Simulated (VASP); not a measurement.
Here is the system:

```
CELL_PARAMETERS angstrom
      0.00000     2.21815     2.21815
      2.21815     0.00000     2.21815
      2.21815     2.21815     0.00000
ATOMIC_POSITIONS crystal
  Cd 0.00000 0.00000 0.00000
```

Computed with r2SCAN meta-GGA, VASP's PBE PAW potentials (set 64) (plane waves; VASP 6.6.1). Numerical set-up: 400 eV cut-off, 13×13×13 Γ-centred mesh, first-order Methfessel-Paxton smearing of 0.10 eV, potentials Cd.

**Question.** The ions, cell shape and volume are relaxed. Which structure does the run end with?

**Answer.** 
```
CELL_PARAMETERS angstrom
      0.00000     2.20442     2.20442
      2.20442     0.00000     2.20442
      2.20442     2.20442     0.00000
ATOMIC_POSITIONS crystal
  Cd 0.00000 0.00000 0.00000
```
Space group Fm-3m (225), at a tolerance of 0.03 Å.

**Question.** How do energy and volume change from the first to the last step?

**Answer.** The energy (σ→0) changes by -1.5 meV/atom and the volume by -1.8 %, in 3 ionic steps.

The structure comes from a computed database's Cd entry (Fm-3m); how it stands against other phases isn't given here. This run relaxes it. Symmetry was kept, so distortions that lower it aren't found.
